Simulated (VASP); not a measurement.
Calculation: HSE06 screened hybrid, VASP's PBE PAW potentials (set 64) (plane waves; VASP).

VASP input:

File KPOINTS:
```
Automatic mesh
0
Gamma
1 1 1
0 0 0
```

**POSCAR**
```
B31N31
1
    7.2488848259     0.0000000000     0.0000000000
    0.0000000000     7.2488848259     0.0000000000
    0.0000000000     0.0000000000     7.2488848259
B N
31 31
Direct
  0.5004038157   0.9996553250   0.9997372672
  0.7497631283   0.2498472434   0.9989699523
  0.7499066782   0.9989784161   0.2497558498
  0.0001287531   0.9995267711   0.9994712398
  0.2503500681   0.2492038870   0.0003779835
  0.5000891272   0.4995911634   0.9999285818
  0.7503875662   0.7493002877   0.0001604696
  0.2504250483   0.0002166301   0.2493630002
  0.5020655883   0.2463042371   0.2464099686
  0.7534166075   0.4978209861   0.2462029526
  0.5000324001   0.0000296031   0.4995426109
  0.7532167761   0.2463902393   0.4974698684
  0.7502454846   0.0002931300   0.7491499372
  0.9999109848   0.4992223258   0.9997312639
  0.2500665392   0.7495216182   0.9997103424
  0.0007680444   0.2497809185   0.2497845157
  0.2528657951   0.4994496751   0.2532353413
  0.5002701914   0.7469235804   0.2530457848
  0.9998874309   0.9996838604   0.4992678878
  0.2524981673   0.2529266094   0.4996278920
  0.7465358210   0.7469728442   0.4994782396
  0.2499080440   0.9996140380   0.7496894608
  0.5000369184   0.2529751056   0.7470093933
  0.7464401179   0.4994932721   0.7468026524
  0.9994682029   0.7492176354   0.2493205400
  0.9996581585   0.4995801962   0.4995734804
  0.2512115610   0.7484471199   0.5002743199
  0.9990912227   0.2493034257   0.7493168882
  0.2509675418   0.5000544770   0.7486732699
  0.4993598136   0.7485637194   0.7485332923
  0.9999138762   0.7495768369   0.7495840453
  0.6258243604   0.1249535689   0.1249953525
  0.8746686604   0.3738646222   0.1250196886
  0.8747150641   0.1250169750   0.3737638444
  0.1251006007   0.1248295033   0.1248942457
  0.3784365285   0.3751544754   0.1275050658
  0.6245637483   0.6213196532   0.1273612117
  0.8748473469   0.8745406337   0.1248673461
  0.3783472132   0.1274315889   0.3752521646
  0.8722668883   0.6212831218   0.3750931301
  0.6243840473   0.1274772202   0.6211742649
  0.8720760018   0.3751870442   0.6211959008
  0.8746235666   0.1248801101   0.8745212378
  0.1239934043   0.6251648174   0.1241156737
  0.3744887856   0.8756490674   0.1240733788
  0.1254657452   0.3747848056   0.3749364321
  0.3640682360   0.6356855779   0.3663027658
  0.6248895389   0.8742647078   0.3747351795
  0.1237061857   0.1239566670   0.6253070657
  0.3636056179   0.3658988119   0.6360018417
  0.6333595382   0.6358282467   0.6356605969
  0.8755546204   0.8757508121   0.6252018597
  0.3743260503   0.1239183116   0.8758285647
  0.6247623903   0.3748316221   0.8742407438
  0.8756275897   0.6252124508   0.8756967340
  0.1232997292   0.8763893660   0.3745093581
  0.1241706062   0.6246832799   0.6247954924
  0.3748241653   0.8754336809   0.6248063347
  0.1230933340   0.3743546569   0.8765134726
  0.3748013344   0.6247329772   0.8754601388
  0.6252116926   0.8764870252   0.8764080513
  0.1247389367   0.8748074210   0.8749165706
```

**INCAR**
```
LWAVE=F
LREAL=Auto   ! projection in real space or not
LORBIT=10
NUPDOWN=2
HFSCREEN=0.2   ! 1/Angstrom
NELM=50
SIGMA=0.05   ! width (eV)
PRECFOCK=Fast
MAGMOM=62*0.0323
GGA=PE
SYSTEM=B31N31
ALGO=Normal   ! blocked Davidson
NELMIN=4
ISIF=0
ENCUT=400   ! plane-wave cut-off (eV)
LCHARG=F
LASPH=T
AEXX=0.25
ISPIN=2
PREC=Normal
EDIFF=1E-5   ! SCF stop (eV)
LHFCALC=T
ISYM=0
ISMEAR=0
```

POTCAR, in this order: B N (PBE.64 set). Program: vasp_gam. Read from the step before: WAVECAR.

Output

### OSZICAR
```
       N       E                     dE             d eps       ncg     rms          rms(c)
DAV:   1    -0.622048110237E+03   -0.62205E+03   -0.77229E+00   628   0.835E+00    0.271E+00
DAV:   2    -0.622100786554E+03   -0.52676E-01   -0.20198E-01   696   0.119E+00    0.172E+00
DAV:   3    -0.622084936489E+03    0.15850E-01   -0.39152E-02   712   0.578E-01    0.968E-01
DAV:   4    -0.622080689647E+03    0.42468E-02   -0.82012E-03   720   0.244E-01    0.576E-01
DAV:   5    -0.622079122517E+03    0.15671E-02   -0.11516E-03   710   0.934E-02    0.328E-01
DAV:   6    -0.622078626153E+03    0.49636E-03   -0.45436E-04   718   0.606E-02    0.175E-01
DAV:   7    -0.622078484899E+03    0.14125E-03   -0.10082E-04   704   0.312E-02    0.940E-02
DAV:   8    -0.622078440932E+03    0.43966E-04   -0.27627E-05   494   0.186E-02    0.523E-02
DAV:   9    -0.622078428742E+03    0.12190E-04   -0.12322E-05   424   0.118E-02    0.283E-02
DAV:  10    -0.622078425538E+03    0.32039E-05   -0.30364E-06   406   0.540E-03
   1 F= -.62207843E+03 E0= -.62207843E+03  d E =-.130940E-11  mag=     2.0000
```

File OUTCAR:
```
------------------------ aborting loop because EDIFF is reached ----------------------------------------
  volume of cell :      380.90
      direct lattice vectors                 reciprocal lattice vectors
     7.248884826  0.000000000  0.000000000     0.137952254  0.000000000  0.000000000
     0.000000000  7.248884826  0.000000000     0.000000000  0.137952254  0.000000000
     0.000000000  0.000000000  7.248884826     0.000000000  0.000000000  0.137952254
  FREE ENERGIE OF THE ION-ELECTRON SYSTEM (eV)
  ---------------------------------------------------
  free  energy   TOTEN  =      -622.0784255385 eV

  energy  without entropy=     -622.0784255385  energy(sigma->0) =     -622.07842554

  exchange ACFDT corr.  =         0.00000000  see jH, gK, PRB 81, 115126

 total charge

# of ion       s       p       d       tot
------------------------------------------
    1        0.680   1.347   0.000   2.028
    2        0.675   1.341   0.000   2.017
    3        0.675   1.342   0.000   2.017
    4        0.674   1.337   0.000   2.011
    5        0.673   1.326   0.000   1.998
    6        0.676   1.346   0.000   2.022
    7        0.673   1.326   0.000   1.999
    8        0.672   1.326   0.000   1.998
    9        0.667   1.237   0.000   1.904
   10        0.667   1.238   0.000   1.906
   11        0.676   1.346   0.000   2.022
   12        0.667   1.237   0.000   1.904
   13        0.673   1.326   0.000   1.999
   14        0.680   1.347   0.000   2.027
   15        0.675   1.343   0.000   2.018
   16        0.675   1.341   0.000   2.017
   17        0.678   1.349   0.000   2.027
   18        0.678   1.349   0.000   2.027
   19        0.680   1.347   0.000   2.028
   20        0.678   1.350   0.000   2.028
   21        0.678   1.349   0.000   2.027
   22        0.675   1.343   0.000   2.018
   23        0.678   1.349   0.000   2.027
   24        0.678   1.348   0.000   2.026
   25        0.673   1.326   0.000   1.999
   26        0.676   1.346   0.000   2.022
   27        0.679   1.358   0.000   2.036
   28        0.673   1.326   0.000   1.999
   29        0.679   1.358   0.000   2.037
   30        0.679   1.357   0.000   2.036
   31        0.675   1.343   0.000   2.018
   32        1.229   2.720   0.000   3.949
   33        1.229   2.720   0.000   3.949
   34        1.229   2.720   0.000   3.949
   35        1.227   2.720   0.000   3.947
   36        1.228   2.700   0.000   3.928
   37        1.228   2.701   0.000   3.928
   38        1.227   2.719   0.000   3.947
   39        1.228   2.701   0.000   3.928
   40        1.228   2.701   0.000   3.928
   41        1.228   2.701   0.000   3.928
   42        1.228   2.701   0.000   3.928
   43        1.227   2.720   0.000   3.947
   44        1.230   2.699   0.000   3.929
   45        1.230   2.699   0.000   3.929
   46        1.227   2.720   0.000   3.947
   47        1.254   2.606   0.000   3.860
   48        1.227   2.720   0.000   3.947
   49        1.230   2.699   0.000   3.929
   50        1.254   2.606   0.000   3.860
   51        1.254   2.606   0.000   3.860
   52        1.230   2.699   0.000   3.929
   53        1.230   2.699   0.000   3.929
   54        1.227   2.720   0.000   3.947
   55        1.230   2.699   0.000   3.929
   56        1.234   2.697   0.000   3.931
   57        1.227   2.716   0.000   3.943
   58        1.227   2.717   0.000   3.943
   59        1.234   2.697   0.000   3.931
   60        1.227   2.717   0.000   3.943
   61        1.234   2.697   0.000   3.931
   62        1.229   2.717   0.000   3.946
--------------------------------------------------
tot         59.105 124.957   0.000 184.062

 magnetization (x)

# of ion       s       p       d       tot
------------------------------------------
    1       -0.001   0.008   0.000   0.007
    2       -0.000  -0.001   0.000  -0.001
    3       -0.000  -0.001   0.000  -0.001
    4       -0.000  -0.001   0.000  -0.001
    5       -0.000  -0.002   0.000  -0.002
    6       -0.000  -0.000   0.000  -0.001
    7       -0.000  -0.002   0.000  -0.002
    8       -0.000  -0.002   0.000  -0.002
    9        0.000   0.001   0.000   0.001
   10        0.000   0.001   0.000   0.001
   11       -0.000  -0.000   0.000  -0.001
   12        0.000   0.001   0.000   0.001
   13       -0.000  -0.002   0.000  -0.002
   14       -0.001   0.008   0.000   0.007
   15       -0.001  -0.002   0.000  -0.003
   16       -0.000  -0.001   0.000  -0.001
   17       -0.004  -0.008   0.000  -0.012
   18       -0.004  -0.008   0.000  -0.012
   19       -0.001   0.008   0.000   0.007
   20       -0.004  -0.008   0.000  -0.012
   21       -0.004  -0.008   0.000  -0.012
   22       -0.001  -0.002   0.000  -0.003
   23       -0.004  -0.008   0.000  -0.012
...
```
(Selected blocks of OUTCAR.)

The supercell is sampled at Γ alone, which is coarse: total energies, pressure and levels can be off, energies of defects by several tenths of an eV.

The cell is a supercell with a defect, built from BN (zinc blende): vac_B-vac_N. The cell's shape comes from a PBE relaxation.
